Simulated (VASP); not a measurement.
A run of VASP 6.6.1 is set up as follows.

File INCAR:

```
SYSTEM = Al
PREC = Accurate
ENCUT = 520
EDIFF = 1E-7
ISMEAR = 1
SIGMA = 0.1
LREAL = .FALSE.
LASPH = .TRUE.
NELM = 80
ALGO = Fast
ISIF = 2
LWAVE = .FALSE.
LCHARG = .FALSE.
LDIPOL = .TRUE.
IDIPOL = 3
DIPOL = 0.5 0.5 0.500
GGA = PE
LVHAR = .TRUE.
LVACPOTAV = .TRUE.
ICORELEVEL = 1
KPAR = 4
```

File KPOINTS:

```
regular mesh
0
G
  13 10 1
  0 0 0
```

File POSCAR:

```
Al                                      
1.0
    2.8562036900      0.0000000000      0.0000000000
    0.0000000000      4.0392820000      0.0000000000
    0.0000000000      0.0000000000     27.8529166200
  Al            
    10
Direct
     0.5000000000000000    0.5000000000000000    0.2711864289156991
     0.0000000000000000    0.0000000000000000    0.3188546344288908
     0.5000000000000000    0.5000000000000000    0.3721976263281222
     0.0000000000000000    0.0000000000000000    0.4223513941286266
     0.5000000000000000    0.5000000000000000    0.4745989353152842
     0.0000000000000000    0.0000000000000000    0.5254010646847156
     0.5000000000000000    0.5000000000000000    0.5776486058713735
     0.0000000000000000    0.0000000000000000    0.6278023736718777
     0.5000000000000000    0.5000000000000000    0.6811453655711091
     0.0000000000000000    0.0000000000000000    0.7288135710843009
```

Potentials or basis: VASP PAW PBE potentials, release 64 (Al).

Command:

```sh
$ cat potpaw_PBE.64/Al/POTCAR > POTCAR
$ mpirun -np 4 vasp_std > vasp.out
```

(1) Predict the band gap on the k mesh.

(2) Predict the work function of the lower face.

Answers

(1) none (metal or under the smearing width).

(2) 4.11 eV.
